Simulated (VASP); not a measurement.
Given:

```
RbBr
1.0
    0.00000     3.42444     3.42444
    3.42444     0.00000     3.42444
    3.42444     3.42444     0.00000
Rb Br
1 1
Direct
  0.00000   0.00000   0.00000
  0.50000   0.50000   0.50000
```

All values below come from PBEsol GGA, VASP's PBE PAW potentials (set 64) (plane waves; VASP 6.6.1). Numerical set-up: PREC = Normal, EDIFF = 1E-5, 400 eV cut-off, 8×8×8 Γ-centred mesh, Gaussian smearing of 0.050 eV, potentials Rb_sv Br.

Problem. Predict the energy per atom (σ→0), band gap (on the k-mesh) with the smallest direct gap where there is one.

Solution. 
The band gap (on the k-mesh) is 4.22 eV, the smallest direct gap (on the k-mesh) comes out as 4.22 eV and the energy per atom (σ→0) is -3.178 eV/atom.

Total energies compare only between runs with the same potentials, cut-off and functional.

The compound is RbBr in the rock salt structure. It was relaxed first.
